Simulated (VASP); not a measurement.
VASP input:

### POSCAR
```
CdS
1
    2.1236352513    -3.6782439670    -0.0000000000
    2.1236352513     3.6782439670     0.0000000000
    0.0000000000     0.0000000000     6.8976676745
Cd S
2 2
Direct
  0.6666670000   0.3333330000   0.4999970742
  0.3333330000   0.6666670000   0.9999970742
  0.6666670000   0.3333330000   0.8770029258
  0.3333330000   0.6666670000   0.3770029258
```

**KPOINTS**
```
Automatic mesh
0
Gamma
6 6 3
0 0 0
```

### INCAR
```
PREC = Accurate
GGA = RE   ! revPBE
LWAVE = .FALSE.
ALGO = Normal   ! blocked Davidson
LMAXMIX = 4   ! l cut-off of mixed one-centre charges
LASPH = .TRUE.   ! aspherical one-centre terms
NSW = 60   ! most ionic steps
LREAL = .FALSE.   ! projection in real space or not
EDIFFG = -0.02   ! ionic stop
ISIF = 3
ISMEAR = 0
EDIFF = 1E-6
LCHARG = .FALSE.
ENCUT = 520   ! plane-wave cut-off (eV)
NELM = 100
IBRION = 2   ! conjugate gradients
SYSTEM = CdS
SIGMA = 0.05
```

POTCAR, in this order: Cd S (PBE.64 set). Program: vasp_std.

Q: Write an equivalent input for Ansatz.

A: One equivalent input (not run):
Ansatz 0.2 input:
```yaml
crystal:
  lattice:
    - [2.1236353, -3.6782440, 0.0000000]
    - [2.1236353, 3.6782440, 0.0000000]
    - [0.0000000, 0.0000000, 6.8976677]
  atoms:
    - { symbol: Cd, position: [0.6666670, 0.3333330, 0.4999971] }
    - { symbol: Cd, position: [0.3333330, 0.6666670, 0.9999971] }
    - { symbol: S, position: [0.6666670, 0.3333330, 0.8770029] }
    - { symbol: S, position: [0.3333330, 0.6666670, 0.3770029] }
kpoints:
  mp_grid: { grid: [6, 6, 3] }
hamiltonian:
  xc: revpbe
  pseudopotentials: { kind: paw }
scf:
  occupations: { method: gaussian, width: 0.05 }
  max_iter: 100
relax:
  max_steps: 60
  f_tol: 0.02
  cell: {}
output: { forces: true, stress: true, eigenvalues: true }
```
Limits of the translation: each code has its own PAW files, so the cut-off isn't converted (ENCUT is set for VASP's; basis.ecutwfc is left out, and Ansatz then takes the one that its files recommend); Ansatz stops its SCF on the density residual and VASP on the energy change (EDIFF).

The compound is CdS in the wurtzite structure. It was relaxed first, which changed the volume by +8 %. The start is the result of an earlier pass.
